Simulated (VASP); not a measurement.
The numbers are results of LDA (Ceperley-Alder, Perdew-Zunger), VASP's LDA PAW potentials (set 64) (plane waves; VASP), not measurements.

Input for VASP

File KPOINTS:
```
Automatic mesh
0
Gamma
5 5 3
0 0 0
```

### POSCAR
```
TlF
12.447160
  0.2963672034   0.0000000000   0.0000000000
  0.0000000000   0.2963672034   0.0000000000
  0.0000000000   0.0000000000   0.5000000000
Tl F
2 2
Direct
  0.0000000000   0.5000000000   0.7441700000
  0.5000000000   0.0000000000   0.2558300000
  0.5000000000   0.0000000000   0.8642300000
  0.0000000000   0.5000000000   0.1357700000
```

File KPOINTS_OPT:
```
k-points along high-symmetry lines
6
Line-mode
Reciprocal
  0.000000   0.000000   0.000000 ! GAMMA
  0.000000   0.500000   0.000000 ! X

  0.000000   0.500000   0.000000 ! X
  0.500000   0.500000   0.000000 ! M

  0.500000   0.500000   0.000000 ! M
  0.000000   0.000000   0.000000 ! GAMMA

  0.000000   0.000000   0.000000 ! GAMMA
  0.000000   0.000000   0.500000 ! Z

  0.000000   0.000000   0.500000 ! Z
  0.000000   0.500000   0.500000 ! R

  0.000000   0.500000   0.500000 ! R
  0.500000   0.500000   0.500000 ! A

  0.500000   0.500000   0.500000 ! A
  0.000000   0.000000   0.500000 ! Z

  0.000000   0.500000   0.000000 ! X
  0.000000   0.500000   0.500000 ! R

  0.500000   0.500000   0.000000 ! M
  0.500000   0.500000   0.500000 ! A
```

INCAR:
```
SYSTEM  =  TlF
PREC  =  Accurate; ENCUT  =  400; LREAL  =  F
LASPH  =  T
EDIFF  =  1E-6; NELM  =  100; ALGO  =  Normal
LMAXMIX  =  4
ISMEAR  =  0; SIGMA  =  0.01
ISIF  =  2
LWAVE  =  F; LCHARG  =  F
```

POTCAR, in this order: Tl_d F (LDA.64 set). Program: vasp_std.

Q: What will the output report for the number of irreducible k-points (NKPTS), largest plane-wave count, number of space-group operations, FFT grid (NGX, NGY, NGZ)?

A: 
```yaml
number of irreducible k-points (NKPTS): 12
largest_plane_wave_count: 1556
number_of_space_group_operations: 16
FFT grid (NGX, NGY, NGZ): 24 × 24 × 42
```

The structure comes from a computed database's TlF entry; how it stands against other phases isn't given here. The cell was not relaxed at this level.
